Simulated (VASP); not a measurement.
These are LDA (Ceperley-Alder, Perdew-Zunger), VASP's LDA PAW potentials (set 64) (plane waves; VASP) values and carry that method's errors.

A VASP calculation is set up with these files.

**POSCAR**
```
Ir
1.0
  0.0000000000   1.9269650000   1.9269650000
  1.9269650000   0.0000000000   1.9269650000
  1.9269650000   1.9269650000   0.0000000000
Ir
1
Cartesian
  0.0000000000   0.0000000000   0.0000000000
```

### KPOINTS
```
kpoints
0
Gamma
  15 15 15
```

INCAR:
```
SYSTEM  =  Ir
PREC  =  Accurate; ENCUT  =  400; LREAL  =  .FALSE.
LASPH  =  .TRUE.
EDIFF  =  1E-6; NELM  =  100; ALGO  =  Normal
LMAXMIX  =  6
ISMEAR  =  1; SIGMA  =  0.1
IBRION  =  2; NSW  =  60; ISIF  =  3
EDIFFG  =  -0.01
LWAVE  =  .FALSE.; LCHARG  =  .FALSE.
```

POTCAR, in this order: Ir (LDA.64 set). Program: vasp_std.

Q: What will the output report for the number of irreducible k-points (NKPTS), number of bands (NBANDS), largest plane-wave count, number of space-group operations, FFT grid (NGX, NGY, NGZ)?

A: 
```yaml
number of irreducible k-points (NKPTS): 120
number of bands (NBANDS): 8
largest_plane_wave_count: 274
number_of_space_group_operations: 48
FFT grid (NGX, NGY, NGZ): 18 × 18 × 18
```

The structure comes from a computed database's Ir entry (Fm-3m); how it stands against other phases isn't given here. This run relaxes it. Symmetry was kept, so distortions that lower it aren't found.
